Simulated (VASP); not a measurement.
Given:

```cif
data_F3KMg
_chemical_formula_sum 'K1 Mg1 F3'
_space_group_name_H-M_alt 'Pm-3m'
_space_group_IT_number 221
_space_group_name_Hall '-P 4 2 3'
_cell_length_a 4.00818
_cell_length_b 4.00818
_cell_length_c 4.00818
_cell_angle_alpha 90.000
_cell_angle_beta 90.000
_cell_angle_gamma 90.000
loop_
_atom_site_label
_atom_site_type_symbol
_atom_site_symmetry_multiplicity
_atom_site_Wyckoff_symbol
_atom_site_fract_x
_atom_site_fract_y
_atom_site_fract_z
_atom_site_occupancy
K1 K 1 a 0.00000 0.00000 0.00000 1
Mg1 Mg 1 b 0.50000 0.50000 0.50000 1
F1 F 3 c 0.00000 0.50000 0.50000 1
```

Level of theory: rev-vdW-DF2, VASP's PBE PAW potentials (set 64) (plane waves; VASP). Numerical set-up: 520 eV cut-off, 6×6×6 Γ-centred mesh, Gaussian smearing of 0.050 eV, potentials K_sv Mg F.

### Question
Give the energy at these volumes per atom, relative to the lowest: 12.03, 12.42, 12.80, 13.19, 13.57 Å³.

### Answer
14.1, 3.9, 0.0, 1.5, 7.5 meV/atom. A third-order Birch-Murnaghan fit gives B0 = 72.2 GPa and B0′ = 4.7.

The compound is KMgF3 in the cubic perovskite structure. It was relaxed first.
